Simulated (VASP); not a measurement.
Be3Cd, 4 atoms in the cell. The cell holds a sheet with vacuum, 4 atoms: a = 4.708 Å, b = 4.708 Å, c = 23.800 Å, α = 90.00°, β = 90.00°, γ = 120.00°. The cell was built by a generator and needn't be a form met in nature.

```yaml
Program: VASP 6.6.1
Task: single point
Functional: PBE
Potentials_or_basis: VASP PAW PBE potentials, release 64 (Be, Cd)
Cutoff: 520 eV
k_mesh: 12 × 12 × 1
Occupations: gaussian, width 0.1 eV
Spin: no spin polarisation
Dipole_correction: yes
Further_INCAR_settings: ALGO = Fast; EDIFF = 1e-06; NBANDS = 17
```

Potentials or basis: VASP PAW PBE potentials, release 64 (Be, Cd).

Launch:

```sh
$ cat potpaw_PBE.64/Be/POTCAR potpaw_PBE.64/Cd/POTCAR > POTCAR
$ mpirun -np 1 vasp_std > vasp.out
```

Hardware: 1 thread of AMD EPYC 9R45 96-Core Processor (Zen 5), with other jobs on the host.

**Question.** How long does it take, and how much memory?

**Answer.** It took 2.6 min on 1 thread of AMD EPYC 9R45 96-Core Processor (Zen 5), on a shared host, peak memory 0.57 GiB. Counts: scf iterations 21, k points 19.
